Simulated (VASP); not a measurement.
All values below come from PBE GGA, VASP's PBE PAW potentials (set 64) (plane waves; VASP).

A VASP calculation is set up with these files.

**KPOINTS**
```
Automatic mesh
0
Gamma
7 7 7
0 0 0
```

INCAR:
```
! general
SYSTEM  = CuI
PREC    = Accurate
ENCUT   = 400   ! plane-wave cut-off (eV)
LREAL   = .False.   ! projection in real space or not
LASPH   = .True.   ! aspherical one-centre terms

! electronic loop
EDIFF   = 1E-6   ! SCF stop (eV)
NELM    = 100   ! most electronic steps
ALGO    = Normal   ! blocked Davidson
LMAXMIX = 4   ! l cut-off of mixed one-centre charges

! smearing
ISMEAR  = 0
SIGMA   = 0.05   ! width (eV)

! functional
GGA     = PE   ! PBE

! ions
IBRION  = 2   ! conjugate gradients
NSW     = 60
ISIF    = 3   ! ions, shape and volume
EDIFFG  = -0.01

! output
LWAVE   = .False.
LCHARG  = .False.
```

**POSCAR**
```
CuI
1
    0.0000000000     3.0315000000     3.0315000000
    3.0315000000     0.0000000000     3.0315000000
    3.0315000000     3.0315000000     0.0000000000
Cu I
1 1
Direct
  0.2500000000   0.2500000000   0.2500000000
  0.0000000000   0.0000000000   0.0000000000
```

POTCAR, in this order: Cu I (PBE.64 set). Program: vasp_std.

Unless said otherwise, spin-orbit coupling is left out, though it shifts the bands of the heavy elements here.

Problem. What does the run give for the energy per atom (σ→0), volume per atom, band gap (on the k-mesh)?

Solution. 
| Quantity | Value |
|---|---|
| energy per atom (σ→0) | -2.781 eV/atom |
| band gap (on the k-mesh) | 1.13 eV |
| volume per atom | 27.95 Å³/atom |

OSZICAR:
```
...
DAV:   1    -0.556508865101E+01   -0.33349E-02   -0.53477E-02   520   0.576E+00    0.441E-01
DAV:   2    -0.556309590634E+01    0.19927E-02   -0.32617E-02   520   0.576E+00    0.177E-01
DAV:   3    -0.556197388197E+01    0.11220E-02   -0.63798E-03   520   0.267E+00    0.767E-02
DAV:   4    -0.556187608012E+01    0.97802E-04   -0.37179E-04   565   0.170E-01    0.272E-02
DAV:   5    -0.556186986447E+01    0.62157E-05   -0.15485E-05   757   0.102E-01    0.227E-02
DAV:   6    -0.556186691984E+01    0.29446E-05   -0.34893E-06   679   0.266E-02    0.827E-03
DAV:   7    -0.556186641752E+01    0.50232E-06   -0.92306E-07   301   0.301E-02
   2 F= -.55618664E+01 E0= -.55618664E+01  d E =-.112341E-03
```

The structure comes from a measured CuI entry (F-43m) of the Crystallography Open Database, whose conditions weren't checked. This run relaxes it. Symmetry was kept, so distortions that lower it aren't found.
